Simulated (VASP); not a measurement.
These are AM05 GGA, VASP's PBE PAW potentials (set 64) (plane waves; VASP) values and carry that method's errors.

VASP ran on this input.

### KPOINTS
```
Automatic
0
G
8 8 8
```

### INCAR
```
! general
SYSTEM =Sb
PREC   =Accurate
ENCUT  =520
LREAL  =F
LASPH  =T

! electronic loop
EDIFF  =1E-7
NELM   =100
ALGO   =Normal
LMAXMIX=4

! smearing
ISMEAR =-5

! functional
GGA    =AM

! ions
ISIF   =2

! output
LWAVE  =F
LCHARG =T
LORBIT =11
NEDOS  =601
```

POSCAR:
```
Sb
4.4693990
  0.8747631588  -0.4845251366  -0.0049667093
  0.8747631588   0.4845251366  -0.0049667093
  0.6109112304   0.0000000000   0.7916989651
Sb
2
Cartesian
  0.5546613108   0.0000000000   0.1837011545
  1.8057762373  -0.0000000000   0.5980643920
```

POTCAR, in this order: Sb (PBE.64 set). Program: vasp_std.

Unless said otherwise, spin-orbit coupling is left out, though it shifts the bands of the heavy elements here.

Q: Predict the energy per atom (σ→0), band gap (on the k-mesh).

A: 
```
Quantity                                                     Value
------------------------  ----------------------------------------
energy per atom (σ→0)                               -4.271 eV/atom
band gap (on the k-mesh)  none (metal, semimetal or under 0.01 eV)
```

File OSZICAR:
```
...
DAV:   6    -0.854510405861E+01    0.57843E-02   -0.20835E-03  1284   0.405E-01    0.163E+00
DAV:   7    -0.854165972597E+01    0.34443E-02   -0.60188E-03  1197   0.653E-01    0.651E-02
DAV:   8    -0.854181243479E+01   -0.15271E-03   -0.18702E-04  1389   0.108E-01    0.159E-02
DAV:   9    -0.854184222046E+01   -0.29786E-04   -0.42974E-05  1207   0.478E-02    0.430E-03
DAV:  10    -0.854184286461E+01   -0.64414E-06   -0.28995E-06  1436   0.130E-02    0.156E-03
DAV:  11    -0.854184305069E+01   -0.18608E-06   -0.16902E-07  1129   0.323E-03    0.669E-04
DAV:  12    -0.854184313490E+01   -0.84209E-07   -0.40716E-08   674   0.145E-03
   1 F= -.85418431E+01 E0= -.85418431E+01  d E =0.000000E+00
```

The compound is Sb in the a7 structure. It was relaxed first.
